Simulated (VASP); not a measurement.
```xyz
3
Lattice="1.8374 -3.1825 0.0000 1.8374 3.1825 0.0000 0.0000 0.0000 5.8708" Properties=species:S:1:pos:R:3 pbc="T T T"
Zr     0.0000     0.0000     0.0000
S      1.8374     1.0608     1.4393
S      1.8374    -1.0608     4.4315
```

Method: r2SCAN meta-GGA, VASP's PBE PAW potentials (set 64) (plane waves; VASP 6.6.1). Numerical set-up: 480 eV cut-off, 6×6×4 Γ-centred mesh, Gaussian smearing of 0.050 eV, potentials Zr_sv S.

### Question
What does the run give for the energy per atom (σ→0), pressure, band gap (on the k-mesh) with the smallest direct gap where there is one?

### Answer

| Property | Result |
|---|---|
| band gap (on the k-mesh) | 1.21 eV |
| smallest direct gap (on the k-mesh) | 1.83 eV |
| energy per atom (σ→0) | -14.716 eV/atom |
| pressure | 1.01 GPa |

Only differences to runs with the same potentials and settings are physical.

The compound is ZrS2 in the 1T layered structure. It was relaxed first under an external pressure of 1 GPa.
